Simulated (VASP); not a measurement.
Data:

```xyz
2
Lattice="0.0000 3.3558 3.3558 3.3558 0.0000 3.3558 3.3558 3.3558 0.0000" Properties=species:S:1:pos:R:3 pbc="T T T"
Rb     0.0000     0.0000     0.0000
Cl     3.3558     3.3558     3.3558
```

Level of theory: RPBE GGA, VASP's PBE PAW potentials (set 64) (plane waves; VASP 6.6.1). Run with 400 eV cut-off, 6×6×6 Γ-centred mesh, Gaussian smearing of 0.050 eV, potentials Rb_sv Cl.

Q: What does the run give for the energy per atom (σ→0), pressure, band gap (on the k-mesh) with the smallest direct gap where there is one?

A: 
| Item | Result |
|---|---|
| band gap (on the k-mesh) | 5.14 eV |
| smallest direct gap (on the k-mesh) | 5.14 eV |
| energy per atom (σ→0) | -3.179 eV/atom |
| pressure | 1.20 GPa |

Total energies compare only between runs with the same potentials, cut-off and functional.

The compound is RbCl in the rock salt structure. The cell was not relaxed at this level. The run is one of a series of settings (GGA = RP against the base run), some of them coarse on purpose.
